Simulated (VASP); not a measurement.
Given:

```
Mg2Si
1.0
    0.00000     3.13469     3.13469
    3.13469     0.00000     3.13469
    3.13469     3.13469     0.00000
Mg Si
2 1
Direct
  0.25000   0.25000   0.25000
  0.75000   0.75000   0.75000
  0.00000   0.00000   0.00000
```

Computed with PBE GGA with D3 dispersion (Becke-Johnson damping), VASP's PBE PAW potentials (set 64) (plane waves; VASP 6.6.1). Settings: 520 eV cut-off, Gaussian smearing of 0.050 eV, potentials Mg Si.

Problem. Estimate the band gap (along the path) with the smallest direct gap where there is one.

Solution. 
| Property | Value |
|---|---|
| band gap (along the path) | 0.16 eV |
| smallest direct gap (along the path) | 2.11 eV |

Only differences to runs with the same potentials and settings are physical.

The compound is Mg2Si in the antifluorite structure. It was relaxed first.
